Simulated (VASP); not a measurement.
A convergence study with VASP on ZrN (rock salt): one setting is varied, all else stays as given below, so the limit is that of these other settings.

```
ZrN
1.0
    0.00000     2.29000     2.29000
    2.29000     0.00000     2.29000
    2.29000     2.29000     0.00000
Zr N
1 1
Direct
  0.00000   0.00000   0.00000
  0.50000   0.50000   0.50000
```

Calculation: LDA (Ceperley-Alder, Perdew-Zunger), VASP's LDA PAW potentials (set 64) (plane waves; VASP). The tightest run used: 700 eV cut-off, 23×23×23 Γ-centred mesh, first-order Methfessel-Paxton smearing of 0.10 eV, potentials Zr_sv N.

Question: The settings run are 1×1×1 mesh; 2×2×2 mesh; 3×3×3 mesh; 4×4×4 mesh; 5×5×5 mesh; 6×6×6 mesh; 7×7×7 mesh; 8×8×8 mesh; 9×9×9 mesh; 10×10×10 mesh; 12×12×12 mesh; 13×13×13 mesh; 14×14×14 mesh; 15×15×15 mesh; 16×16×16 mesh; 17×17×17 mesh; 18×18×18 mesh; 19×19×19 mesh; 20×20×20 mesh; 21×21×21 mesh; 22×22×22 mesh; 23×23×23 mesh. From which on does the stress (every component) stay within 0.1 GPa of the tightest run?

Answer: From 9×9×9 mesh on: it is off by 0.01 there and by no more than 0.1 in any finer run, while 8×8×8 mesh is off by 0.23.
| setting | E (eV/atom) | pressure (GPa) | irreducible k-points | difference judged (GPa) |
|---|---|---|---|---|
| 1×1×1 mesh | -2.1435 | 89.90 | 1 | 98.86 |
| 2×2×2 mesh | -11.1562 | -9.09 | 3 | 0.13 |
| 3×3×3 mesh | -11.1007 | -6.77 | 4 | 2.19 |
| 4×4×4 mesh | -11.1871 | -8.69 | 8 | 0.27 |
| 5×5×5 mesh | -11.2026 | -9.04 | 10 | 0.08 |
| 6×6×6 mesh | -11.2148 | -9.15 | 16 | 0.18 |
| 7×7×7 mesh | -11.1917 | -8.75 | 20 | 0.21 |
| 8×8×8 mesh | -11.1889 | -8.73 | 29 | 0.23 |
| 9×9×9 mesh | -11.2012 | -8.96 | 35 | 0.01 |
| 10×10×10 mesh | -11.1978 | -8.95 | 47 | 0.02 |
| 12×12×12 mesh | -11.2037 | -9.03 | 72 | 0.07 |
| 13×13×13 mesh | -11.1995 | -8.96 | 84 | 0.00 |
| 14×14×14 mesh | -11.1974 | -8.92 | 104 | 0.04 |
| 15×15×15 mesh | -11.1995 | -8.96 | 120 | 0.00 |
| 16×16×16 mesh | -11.1998 | -8.95 | 145 | 0.01 |
| 17×17×17 mesh | -11.1991 | -8.96 | 165 | 0.00 |
| 18×18×18 mesh | -11.1992 | -8.96 | 195 | 0.01 |
| 19×19×19 mesh | -11.2005 | -8.98 | 220 | 0.01 |
| 20×20×20 mesh | -11.1992 | -8.95 | 256 | 0.01 |
| 21×21×21 mesh | -11.1990 | -8.95 | 286 | 0.02 |
| 22×22×22 mesh | -11.1996 | -8.96 | 328 | 0.01 |
| 23×23×23 mesh | -11.1996 | -8.96 | 364 | 0.00 |

Left out are rungs that failed or repeat a setting and relaxations that didn't move; long series are thinned to 24 rows.

The compound is ZrN in the rock salt structure. The cell was not relaxed at this level. The electron count is odd and the run is not spin-polarised, which forces a metal.
